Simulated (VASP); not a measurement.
Level of theory: r2SCAN+rVV10, VASP's PBE PAW potentials (set 64) (plane waves; VASP).

VASP ran on this input.

### KPOINTS
```
K-points
0
gamma
7 7 7
```

File POSCAR:
```
PbTe
1
    0.0000000000     3.1828284924     3.1828284924
    3.1828284924     0.0000000000     3.1828284924
    3.1828284924     3.1828284924     0.0000000000
Te Pb
1 1
Direct
  0.5000000000   0.5000000000   0.5000000000
  0.0000000000   0.0000000000   0.0000000000
```

INCAR:
```
SYSTEM=PbTe
PREC=Accurate; ENCUT=520; LREAL=.FALSE.
LASPH=.TRUE.
EDIFF=1E-7; NELM=100; ALGO=Normal
LMAXMIX=4; LMIXTAU=.TRUE.
ISMEAR=0; SIGMA=0.05
METAGGA=R2SCAN; LUSE_VDW=.TRUE.; BPARAM=11.95
CPARAM=0.0093
ISIF=2
LWAVE=.FALSE.; LCHARG=.FALSE.
```

POTCAR, in this order: Te Pb_d (PBE.64 set). Program: vasp_std.

What will the output report for the number of irreducible k-points (NKPTS), largest plane-wave count, number of space-group operations, FFT grid (NGX, NGY, NGZ)?

| Property | Value |
|---|---|
| number of irreducible k-points (NKPTS) | 20 |
| largest plane-wave count | 1807 |
| number of space-group operations | 48 |
| FFT grid (NGX, NGY, NGZ) | 36 × 36 × 36 |

The compound is PbTe in the rock salt structure. This cell is one point of a volume scan, at 0.94 of the reference volume.
